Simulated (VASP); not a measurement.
Consider the following.

```xyz
4
Lattice="4.1245 0.0000 0.0000 -2.0622 3.5719 0.0000 0.0000 0.0000 6.7204" Properties=species:S:1:pos:R:3 pbc="T T T"
Cd     2.0623     1.1906     6.7171
Cd     0.0000     2.3813     3.3569
S      2.0623     1.1906     2.5235
S      0.0000     2.3813     5.8837
```

Level of theory: PBEsol GGA, VASP's PBE PAW potentials (set 64) (plane waves; VASP). Run with 400 eV cut-off, 11×11×6 Γ-centred mesh, Gaussian smearing of 0.010 eV, potentials Cd S.

Q: Estimate the energy per atom (σ→0).

A: 
```json
{
  "energy per atom (σ→0)": "-3.408 eV/atom"
}
```

The structure comes from a measured CdS entry (P6_3mc) of the Crystallography Open Database, whose conditions weren't checked. It was relaxed first.
